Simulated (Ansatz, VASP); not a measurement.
**TiSn in two plane-wave programs**

One calculation is typed for both programs; each brings its own data sets. How far apart do they land? The cell is generated by rule, not measured, and may not be a known phase. The cell is taken from a series of runs on this material, whose earlier steps may have relaxed, scaled, displaced or heated it; both programs get it as it stands.

Calculated with Ansatz 0.2.0; plane waves, with VASP 6.6.1 beside it; relaxation of cell and atoms at PBEsol and zone-centre phonons at PBEsol.

The structure was built from a prototype and need not be the compound's stable phase.

## Step 1: The starting structure

The structure is cubic, space group F-43m (No. 216). The conventional cell has a = 6.223 Å, b = 6.223 Å, c = 6.223 Å, α = 90.00°, β = 90.00°, γ = 90.00°. Nearest to Ti lie 4 Sn at 2.69 Å. Nearest to Sn lie 4 Ti at 2.69 Å. Farther neighbours are not listed.

## Step 2: Ansatz: relaxation of cell and atoms, PBEsol

Ansatz runs on its default PAW (the set named soft_2) files.

The relaxed volume is the usual yardstick between codes: in a stiff, nearly cubic crystal its relative difference is about their pressure difference at one cell divided by the bulk modulus.

Input file input.yaml:

```yaml
crystal:
  lattice:
    - [0.0, 3.1114707669, 3.1114707669]
    - [3.1114707669, 0.0, 3.1114707669]
    - [3.1114707669, 3.1114707669, 0.0]
  atoms:
    - { symbol: Ti, position: [0.0, 0.0, 0.0] }
    - { symbol: Sn, position: [0.25, 0.25, 0.25] }
kpoints:
  mp_grid: { grid: [12, 12, 12] }
hamiltonian:
  xc: pbesol
scf:
  occupations: { method: gaussian, width: 0.01 }
output:
  forces: true
  stress: true
  eigenvalues: true
relax:
  adjacent_minimum: "off"
  f_tol: 0.001
  max_steps: 60
  cell: { stress_tol: 0.01 }
```

Started as:

```bash
ansatz run input.yaml --threads 4 --pin off --max-ram 7168MiB --backend cpu --events-out ev --progress --plain --runs-dir out
```

Numbers of over 12 decimals in the logs are rounded to 6 here.

Output:

```text
Engine: ansatz 0.2.0, aarch64-unknown-linux-gnu
Pseudopotentials: kind: paw
Pseudopotential: Ti, paw, valence charge 12, recommended cutoff 420 eV (normal), Ti.paw.azcp
Pseudopotential: Sn, paw, valence charge 14, recommended cutoff 420 eV (normal), Sn.paw.azcp
Functional definition: PBEsol
  exchange = pbesol_x
  correlation = pbesol_c
Crystal: 2 atoms, lattice volume = 60.246 Å³
Basis set: ecut = 420 eV, 1243 PW (Γ), exchange–correlation on 60×60×60 points (8 copies of the dense FFT grid, shifted against one another)
Bands: 17, of which v1, the nominal top of the filled ones, is band 13 counted from 1 (12 counted from 0)
Symmetry: 24 space group operations
Space group: F-43m (ITA 216), of the structure as read, at distance tolerance 3.9e-5 Å
k-points: 72 of 1728 (time reversal used)
Non-local potential: Ti, projectors of the file, l = 0: 3, l = 1: 2, l = 2: 3, l = 3: 1
Non-local potential: Sn, projectors of the file, l = 0: 2, l = 1: 2, l = 2: 2, l = 3: 2
PAW form: soft (Blöchl's): semilocal exchange-correlation on the pseudo side does not see the compensation charge
PAW frozen core: Ti, regenerated for the run's functional, and the local potential with it (the file was generated under x = pbe(κ = 0.804, μ = 0.219515), c = pbe(β = 0.066725))
PAW frozen core: Sn, regenerated for the run's functional, and the local potential with it (the file was generated under x = pbe(κ = 0.804, μ = 0.219515), c = pbe(β = 0.066725))
PAW one-centre angular grid: Ti, 590 points (default); XC on 64 Gauss nodes
PAW one-centre angular grid: Sn, 590 points (default); XC on 64 Gauss nodes
Initial density: superposition of atomic densities (neutral atoms: chi_scale 0, normalization atom), corrected by the library's trained network
Initial wavefunctions: pseudopotential atomic-orbital guess
Functional: x = pbesol(κ = 0.804, μ = 0.123457), c = pbesol(β = 0.046)
SCF iter   1: F=—  HF=-8422.034138 eV  |F-HF|=—  |Δ(HF+E_count)|=         —  Δρ=1.08e-2  dr2=9.63e-2  ethr=1.77e-3  ⟨swp⟩=6.2  Hψ=6565  notcnv=0
preconditioner: auto → none  [insulator: Δε(μ)=0.247 eV  Ē_g=13.809 eV  σ=0.010 eV  W_gap=1.00  n_scr=14 (ndim 8)  ℏωp=20.3 eV  f_vac=0.002  D(μ)=0.00/eV (n_scr^D=0)  ε∞_Penn≈3.2]
SCF iter   2: F=—  HF=-8422.021041 eV  |F-HF|=—  |Δ(HF+E_count)|=   1.31e-2  Δρ=2.66e-3  dr2=4.68e-3  ethr=3.70e-4  ⟨swp⟩=2.0  Hψ=2088  notcnv=0
SCF iter   3: F=—  HF=-8422.020691 eV  |F-HF|=—  |Δ(HF+E_count)|=   3.50e-4  Δρ=4.86e-4  dr2=5.13e-5  ethr=1.80e-5  ⟨swp⟩=2.0  Hψ=1709  notcnv=0
SCF iter   4: F=—  HF=-8422.020743 eV  |F-HF|=—  |Δ(HF+E_count)|=   5.16e-5  Δρ=5.68e-5  dr2=1.65e-6  ethr=1.97e-7  ⟨swp⟩=2.0  Hψ=1631  notcnv=0
iter 5 did not close the SCF: its close was put off for the readings that it lacked (scf_convergence_deferred on its scf_iter line)
SCF iter   5: F=-8422.020743 eV  HF=-8422.020743 eV  |F-HF|=6.51e-10  |Δ(HF+E_count)|=   2.41e-7  Δρ=4.03e-6  dr2=5.98e-9  ethr=6.34e-9  ⟨swp⟩=2.0  Hψ=1436  notcnv=0
SCF iter   6: F=-8422.020743 eV  HF=-8422.020743 eV  |F-HF|=1.44e-9  |Δ(HF+E_count)|=   1.12e-9  Δρ=1.59e-6  dr2=1.33e-9  ethr=2.30e-11  ⟨swp⟩=2.5  Hψ=4007  notcnv=0
SCF 1 converged in 6 iterations: F = -8422.020743 eV  dr2 = 1.33e-9
  greatest PAW one-centre occupation: 0.999 electrons in one spin orbital (limit 2), on the Ti atom at site 0 (counted from 0), in its partial waves of l = 0
relax step   1: F+E_penalty+E_count = -8422.02074298 eV  Δ(F+E_penalty+E_count) = +0.000e0 eV  max|allowed force component| = 1.434e-16 eV/Å  Δτ_max = 0.0000 Å  P = +0.009 GPa  Ω = 60.246 Å³  (6 SCF iters, dr2 threshold 1.00e-7 eV, accepted)
Initial density: handed on by an earlier stage of this run
Initial wavefunctions: pseudopotential atomic-orbital guess (no wavefunctions were taken with the density)
iter 1 solved again at ethr=1.47e-7 eV; its pass at ethr=3.10e-3 eV (dr2=3.81e-5 eV) is discarded
SCF iter   1: F=—  HF=-8422.020745 eV  |F-HF|=—  |Δ(HF+E_count)|=         —  Δρ=1.62e-6  dr2=1.57e-9  ethr=1.47e-7  ⟨swp⟩=3.4  Hψ=9181  notcnv=0
eigensolver tolerance schedule: the retry pair's looser diagonalisation over-reported the residual by 24288.88 of it (diagonalisation noise at an unbounded share of the residual, at the tolerance the schedule requests for it); recorded, not acted on — ethr = c·dr2/N_el stays at c = 1.0e-1
preconditioner: auto → none  [insulator: Δε(μ)=0.197 eV  Ē_g=13.678 eV  σ=0.010 eV  W_gap=1.00  n_scr=14 (ndim 8)  ℏωp=20.3 eV  f_vac=0.002  D(μ)=0.00/eV (n_scr^D=0)  ε∞_Penn≈3.2]
SCF iter   2: F=—  HF=-8422.020743 eV  |F-HF|=—  |Δ(HF+E_count)|=   1.66e-6  Δρ=4.15e-7  dr2=1.37e-10  ethr=6.04e-12  ⟨swp⟩=3.9  Hψ=2862  notcnv=0
SCF iter   3: F=—  HF=-8422.020743 eV  |F-HF|=—  |Δ(HF+E_count)|=  2.00e-11  Δρ=1.80e-7  dr2=1.19e-11  ethr=5.25e-13 (applied; sched 1.00e-12)  ⟨swp⟩=2.0  Hψ=1478  notcnv=0
iter 4 did not close the SCF: its close was put off for the readings that it lacked (scf_convergence_deferred on its scf_iter line)
SCF iter   4: F=-8422.020743 eV  HF=-8422.020743 eV  |F-HF|=3.64e-12  |Δ(HF+E_count)|=  5.46e-12  Δρ=3.38e-8  dr2=3.33e-13  ethr=4.56e-14 (applied; sched 1.00e-12)  ⟨swp⟩=2.0  Hψ=1493  notcnv=0
iter 5 did not close the SCF: its close was put off for the readings that it lacked (scf_convergence_deferred on its scf_iter line)
SCF iter   5: F=-8422.020743 eV  HF=-8422.020743 eV  |F-HF|=1.82e-12  |Δ(HF+E_count)|=  3.64e-12  Δρ=7.34e-9  dr2=1.77e-14  ethr=3.08e-15 (applied; sched 1.00e-12)  ⟨swp⟩=2.0  Hψ=1470  notcnv=0
iter 6 did not close the SCF: its close was put off for the readings that it lacked (scf_convergence_deferred on its scf_iter line)
SCF iter   6: F=-8422.020743 eV  HF=-8422.020743 eV  |F-HF|=3.64e-12  |Δ(HF+E_count)|=  3.64e-12  Δρ=5.94e-10  dr2=1.47e-16  ethr=3.08e-15 (applied; sched 1.00e-12)  ⟨swp⟩=1.0  Hψ=1224  notcnv=0
iter 7 did not close the SCF: its close was put off for the readings that it lacked (scf_convergence_deferred on its scf_iter line)
SCF iter   7: F=-8422.020743 eV  HF=-8422.020743 eV  |F-HF|=1.82e-12  |Δ(HF+E_count)|=  1.82e-12  Δρ=1.82e-10  dr2=2.83e-17  ethr=3.08e-15 (applied; sched 1.00e-12)  ⟨swp⟩=1.0  Hψ=1224  notcnv=0
SCF iter   8: F=-8422.020743 eV  HF=-8422.020743 eV  |F-HF|=0.00e0  |Δ(HF+E_count)|=  1.82e-12  Δρ=2.74e-11  dr2=3.50e-19  ethr=1.00e-12  ⟨swp⟩=1.9  Hψ=2984  notcnv=0
SCF 2 converged in 8 iterations: F = -8422.020743 eV  dr2 = 3.50e-19
relax step   2: F+E_penalty+E_count = -8422.02074298 eV  Δ(F+E_penalty+E_count) = -8.513e-10 eV  max|allowed force component| = 1.428e-16 eV/Å  Δτ_max = 0.0000 Å  P = +0.009 GPa  Ω = 60.246 Å³  stress off target by 8.76e-3 GPa  SCF on the basis re-selected at this cell (its energy is not comparable with the rows above)  (8 SCF iters)
basis re-selected at this cell: Δ(F+E_penalty+E_count) = -8.513e-10 eV, ΔP = +0.000 GPa vs the last step (what re-selecting the basis moved, of the pressure what is left beyond the Pulay correction that the steps carried, after the strain that the cell walked since its last selection, with what the two solves' SCF thresholds leave and, on support functions, any second-order correction that the steps lacked; it is no  [...]
SCF converged after 8 iterations
Free energy (F): -8422.020743 eV
Harris-Foulkes:  -8422.020743 eV  (|F-HF|=0.00e0)
Internal energy: -8422.020743 eV  (E = F + TS)
E sigma→0 (E₀):  -8422.020743 eV
Fermi energy:    7.078995 eV
--- Per-component energies (eV) ---
  E_band       = -351.947439
  E_kinetic    = 458.447732
  E_local      = -2319.300486  (includes V_loc(G=0)·N_el)
  E_nonlocal   = -19.079179
  E_hartree    = 1135.423140
  E_xc         = -474.056778
  E_vxc        = -216.011319  (∫ρ·V_xc dr)
  E_paw        = -5088.567689  (= ΣΔE_a)
  E_vpaw       = -526.850578  (= ΣTr[D̂ρ^β])
  E_aug_tail   = 0.000111  (compensation charges beyond the density's cutoff)
  E_ewald      = -2115.311818
  E_core_change = 0.424224  (= ΣΔE_core)
  E_smearing   = -0.000000  (= −TS)
  E_closure    = 0.000000  (closes the sum)
  Σ components = -8422.020743   (vs F -8422.020743, Δ=0.00e0)
--- Forces (eV/Å), atoms counted from 1 ---
  atom   1  Ti     0.00000000    -0.00000000    -0.00000000
  atom   2  Sn     0.00000000     0.00000000    -0.00000000
  max |Σ_I F_I| component: 3.06e-16 eV/Å
--- Stress (GPa, compression-positive) ---
        0.008764      -0.000000      -0.000000
       -0.000000       0.008764       0.000000
       -0.000000       0.000000       0.008764
  P = ⅓ Tr σ = 0.0088 GPa (0.088 kbar)
--- Band table (eV; the first three rows and the last of 72) ---
  k-point 0: bands = [... 9 lower, -0.8285, 6.2296, 6.2296, 6.2296, 7.8531, 7.8531, 12.0542, 12.7168]
  k-point 1: bands = [... 9 lower, -0.7629, 6.1246, 6.2508, 6.2508, 7.8397, 7.8397, 11.5895, 12.4845]
  k-point 2: bands = [... 9 lower, -0.5728, 5.8391, 6.3051, 6.3051, 7.8141, 7.8141, 10.5466, 12.0347]
  k-point 71: bands = [... 9 lower, 0.9752, 5.3266, 5.5220, 6.7567, 7.2341, 7.8908, 8.1110, 8.5962]
--- Relaxed structure (1 steps of the walk, 1 accepted, 1 SCFs on fresh bases) ---
  F+E_penalty+E_count = -8422.02074298 eV   max|allowed force component| = 1.428e-16 eV/Å   (the final SCF, on the basis selected at the relaxed cell)
  cell:  # Å, volume = 60.2459 Å³
    - [0.0, 3.1114707669, 3.1114707669]
    - [3.1114707669, 0.0, 3.1114707669]
    - [3.1114707669, 3.1114707669, 0.0]
  atoms:
    - { symbol: Ti, position: [0.0, 0.0, 0.0] }
    - { symbol: Sn, position: [0.25, 0.25, 0.25] }
```

In the SCF lines HF is the Harris–Foulkes energy and dr2 the Hartree energy of the density residual, in eV; the loop may stop once dr2 is under the threshold and the program's other checks hold. Hψ counts applications of the Hamiltonian.

## Step 3: VASP: relaxation of cell and atoms, PBEsol

The same cell, functional, mesh and smearing now go to VASP, with its own data sets.

Lines of VASP's logs that name or quote its potential files are left out, and so is its time.

Input file INCAR:

```
SYSTEM = TiSn
PREC = Accurate
ENCUT = 500
EDIFF = 1E-07
NELM = 120
ISMEAR = 0
SIGMA = 0.01
LREAL = .FALSE.
ALGO = Normal
GGA = PS
NBANDS = 19
LASPH = .TRUE.
LORBIT = 11
LWAVE = .FALSE.
LCHARG = .FALSE.
ISIF = 3
IBRION = 2
NSW = 80
EDIFFG = -0.005
GGA_COMPAT = .FALSE.
NELMIN = 4
EFERMI = MIDGAP
KPAR = 2
```

Input file POSCAR:

```
TiSn
1.0
    0.0000000000      3.1114710000      3.1114710000
    3.1114710000      0.0000000000      3.1114710000
    3.1114710000      3.1114710000      0.0000000000
Ti Sn
1 1
Direct
    0.0000000000      0.0000000000      0.0000000000
    0.2499999197      0.2499999197      0.2499999197
```

Input file KPOINTS:

```
Automatic mesh
0
Gamma
12 12 12
0 0 0
```

The projector-augmented-wave data sets are Ti_sv and Sn_d (PBE family, release 64).

Started as:

```bash
mpirun -np 2 vasp_std
```

Output:

```text
[banner, memory and clock lines left out]
running    2 mpi-ranks, on    1 nodes
 distrk:  each k-point on    1 cores,    2 groups
 distr:  one band on    1 cores,    1 groups

 POSCAR found type information on POSCAR TiSn
 POSCAR found :  2 types and       2 ions
|                                                                             |
|               ----> ADVICE to this user running VASP <----                  |
|                                                                             |
|     You enforced a specific xc type in the INCAR file but a different       |
|     [... a line on the potential file left out ...]
|     I HOPE YOU KNOW WHAT YOU ARE DOING!                                     |
|                                                                             |

 LDA part: xc-table for (Slater+PW92), standard interpolation
 POSCAR, INCAR and KPOINTS ok, starting setup
 FFT: planning ... GRIDC
 FFT: planning ... GRID_SOFT
 FFT: planning ... GRID
 WAVECAR not read
 entering main loop
       N       E                     dE             d eps       ncg     rms          rms(c)
DAV:   1     0.231867542331E+03    0.23187E+03   -0.13375E+04  2748   0.175E+03
DAV:   2     0.900666027374E+01   -0.22286E+03   -0.21984E+03  2757   0.438E+02
DAV:   3    -0.123800344712E+02   -0.21387E+02   -0.21044E+02  3645   0.137E+02
DAV:   4    -0.134696773808E+02   -0.10896E+01   -0.10860E+01  3976   0.269E+01
DAV:   5    -0.134994211242E+02   -0.29744E-01   -0.29742E-01  3709   0.376E+00    0.984E+00
DAV:   6    -0.118643535509E+02    0.16351E+01   -0.21435E+01  3068   0.332E+01    0.837E+00
DAV:   7    -0.110384808380E+02    0.82587E+00   -0.92094E+00  2980   0.227E+01    0.325E+00
DAV:   8    -0.109529600793E+02    0.85521E-01   -0.73010E-01  2934   0.715E+00    0.119E+00
DAV:   9    -0.109550021627E+02   -0.20421E-02   -0.69210E-02  3547   0.209E+00    0.899E-01
DAV:  10    -0.109476155469E+02    0.73866E-02   -0.66832E-02  3047   0.186E+00    0.263E-01
DAV:  11    -0.109463351130E+02    0.12804E-02   -0.86708E-03  2935   0.844E-01    0.121E-01
DAV:  12    -0.109463091943E+02    0.25919E-04   -0.63950E-04  2942   0.215E-01    0.363E-02
DAV:  13    -0.109462882714E+02    0.20923E-04   -0.68959E-05  3200   0.742E-02    0.703E-03
DAV:  14    -0.109462882361E+02    0.35254E-07   -0.35541E-06  3734   0.133E-02    0.257E-03
DAV:  15    -0.109462882465E+02   -0.10361E-07   -0.16984E-07  2393   0.286E-03
   1 F= -.10946288E+02 E0= -.10946288E+02  d E =-.109463E+02
 curvature:   0.00 expect dE= 0.000E+00 dE for cont linesearch  0.000E+00
 trial: gam= 0.00000 g(F)=  0.597E-40 g(S)=  0.135E-04 ort = 0.000E+00 (trialstep = 0.100E+01)
 search vector abs. value=  0.135E-04
 bond charge predicted
       N       E                     dE             d eps       ncg     rms          rms(c)
DAV:   1    -0.109467121280E+02   -0.42389E-03   -0.73083E-03  3558   0.119E+00    0.158E-01
DAV:   2    -0.109465280363E+02    0.18409E-03   -0.32432E-03  2923   0.543E-01    0.950E-02
DAV:   3    -0.109463011779E+02    0.22686E-03   -0.91995E-04  2872   0.270E-01    0.317E-02
DAV:   4    -0.109462837998E+02    0.17378E-04   -0.11904E-04  4240   0.112E-01    0.104E-02
DAV:   5    -0.109462847358E+02   -0.93601E-06   -0.53912E-06  3411   0.172E-02    0.949E-03
DAV:   6    -0.109462858630E+02   -0.11272E-05   -0.86421E-07  4378   0.525E-03    0.766E-03
DAV:   7    -0.109462884572E+02   -0.25942E-05   -0.48548E-06  3484   0.154E-02    0.276E-03
DAV:   8    -0.109462884426E+02    0.14571E-07   -0.90378E-07  3427   0.524E-03
   2 F= -.10946288E+02 E0= -.10946288E+02  d E =-.196133E-06
 trial-energy change:   -0.000000  1 .order   -0.000002   -0.000014    0.000010
 step:   0.4777(harm=  0.5696)  dis= 0.00000  next Energy=   -10.946291 (dE=-0.308E-05)
 bond charge predicted
       N       E                     dE             d eps       ncg     rms          rms(c)
DAV:   1    -0.109464072329E+02   -0.11878E-03   -0.20002E-03  3558   0.622E-01    0.831E-02
DAV:   2    -0.109463586603E+02    0.48573E-04   -0.89807E-04  2960   0.285E-01    0.500E-02
DAV:   3    -0.109462964197E+02    0.62241E-04   -0.25221E-04  2872   0.142E-01    0.165E-02
DAV:   4    -0.109462913564E+02    0.50633E-05   -0.32526E-05  4275   0.584E-02    0.541E-03
DAV:   5    -0.109462913263E+02    0.30080E-07   -0.13941E-06  3354   0.898E-03    0.494E-03
DAV:   6    -0.109462912798E+02    0.46529E-07   -0.25455E-07  3646   0.288E-03
   3 F= -.10946291E+02 E0= -.10946291E+02  d E =-.303329E-05
 curvature:  -0.27 expect dE=-0.114E-05 dE for cont linesearch -0.114E-05
 trial: gam=-0.24669 g(F)=  0.157E-41 g(S)=  0.421E-05 ort = 0.755E-05 (trialstep = 0.896E+00)
 search vector abs. value=  0.131E-05
 reached required accuracy - stopping structural energy minimisation
```

Parts of OUTCAR (step 3):

```text
ion  position               nearest neighbor table
   1  0.000  0.000  0.000-   2 2.69   2 2.69   2 2.69   2 2.69
   2  0.250  0.250  0.250-   1 2.69   1 2.69   1 2.69   1 2.69

  LATTYP: Found a face centered cubic cell.
 ALAT       =     6.2229420000

 Subroutine GETGRP returns: Found 24 space group operations
 (whereof 24 operations were pure point group operations)

The static configuration has the point symmetry T_d .

 Found     72 irreducible k-points:

   k-points           NKPTS =     72   k-points in BZ     NKDIM =     72   number of bands    NBANDS=     19

   dimension x,y,z NGX =    32 NGY =   32 NGZ =   32
   dimension x,y,z NGXF=    64 NGYF=   64 NGZF=   64

   ENCUT  =  500.0 eV  36.75 Ry    6.06 a.u.   8.02  8.02  8.02*2*pi/ulx,y,z

   NELECT =      26.0000    total number of electrons

 k-points in reciprocal lattice and weights: Automatic mesh
   0.00000000  0.00000000  0.00000000       0.001
   0.08333333  0.00000000  0.00000000       0.005
   0.16666667  0.00000000  0.00000000       0.005
   0.25000000  0.00000000  0.00000000       0.005
   0.33333333  0.00000000  0.00000000       0.005
   0.41666667  0.00000000  0.00000000       0.005
   0.50000000  0.00000000  0.00000000       0.002
   0.08333333  0.08333333  0.00000000       0.003
   0.16666667  0.08333333  0.00000000       0.014
[...]
-0.33333333  0.50000000  0.16666667       0.007
  -0.25000000  0.50000000  0.25000000       0.003

 average (electrostatic) potential at core
       1 -76.6665       2-101.0839

 E-fermi :   4.4037

 k-point     1 :       0.0000    0.0000    0.0000
  band No.  band energies     occupation
    ...
      9     -15.6832      2.00000
     10      -3.5060      2.00000
     11       3.5542      2.00000
     12       3.5542      2.00000
     13       3.5542      2.00000
     14       5.1761      0.00000
     15       5.1761      0.00000
     16       9.3828      0.00000
     17      10.0375      0.00000
     18      10.0375      0.00000
    ...

 k-point     2 :       0.0833    0.0000    0.0000
  band No.  band energies     occupation
    ...
      9     -15.6830      2.00000
     10      -3.4403      2.00000
     11       3.4493      2.00000
     12       3.5753      2.00000
     13       3.5753      2.00000
     14       5.1626      0.00000
     15       5.1626      0.00000
     16       8.9137      0.00000
     17       9.8066      0.00000
     18       9.8066      0.00000
    ...

 k-point     3 :       0.1667    0.0000    0.0000
  band No.  band energies     occupation
    ...
      9     -15.6824      2.00000
     10      -3.2504      2.00000
     11       3.1639      2.00000
     12       3.6296      2.00000
     13       3.6296      2.00000
     14       5.1370      0.00000
     15       5.1370      0.00000
     16       7.8697      0.00000
     17       9.3579      0.00000
     18       9.3579      0.00000
    ...

  Total       -0.0076272     -0.0076272     -0.0076272     -0.0000000      0.0000000      0.0000000
  in kB       -0.2029334     -0.2029334     -0.2029334     -0.0000000      0.0000000      0.0000000
  external PRESSURE =      -0.2029334 kB  Pullay stress =       0.0000000 kB

  energy-cutoff  :      500.00
  volume of cell :       60.22
      direct lattice vectors                 reciprocal lattice vectors
    -0.000000000  3.110980503  3.110980503    -0.160721033  0.160721033  0.160721033
     3.110980503  0.000000000  3.110980503     0.160721033 -0.160721033  0.160721033
     3.110980503  3.110980503  0.000000000     0.160721033  0.160721033 -0.160721033

 POSITION                                       TOTAL-FORCE (eV/Angst)
 -----------------------------------------------------------------------------------
      0.00000      0.00000      0.00000        -0.000000     -0.000000     -0.000000
      1.55549      1.55549      1.55549         0.000000      0.000000      0.000000
 -----------------------------------------------------------------------------------
    total drift:                                0.000266      0.000266      0.000266

  FREE ENERGIE OF THE ION-ELECTRON SYSTEM (eV)
  ---------------------------------------------------
  free  energy   TOTEN  =       -10.9462912798 eV

  energy  without entropy=      -10.9462912798  energy(sigma->0) =      -10.94629128

 reached required accuracy - stopping structural energy minimisation

 total charge
# of ion       s       p       d       tot
------------------------------------------
    1        2.197   6.065   1.881  10.143
    2        1.191   1.419   9.928  12.538
--------------------------------------------------
tot          3.389   7.484  11.809  22.681

[... 3 further parts left out ...]
```

[end of part 1 of 2]

[Lines on the potential files, build, host, timing and source positions are cut from VASP's logs without a mark.]

[Logs are printed without paths, hosts, clocks, repeated set-up lines and the standing remarks that a program may print on its own settings, such as how far it seeks lower states.]

[Hosts, paths, dates, database ids (printed as entryN), source tags and the programs' standing remarks are cut or masked in the printed files.]
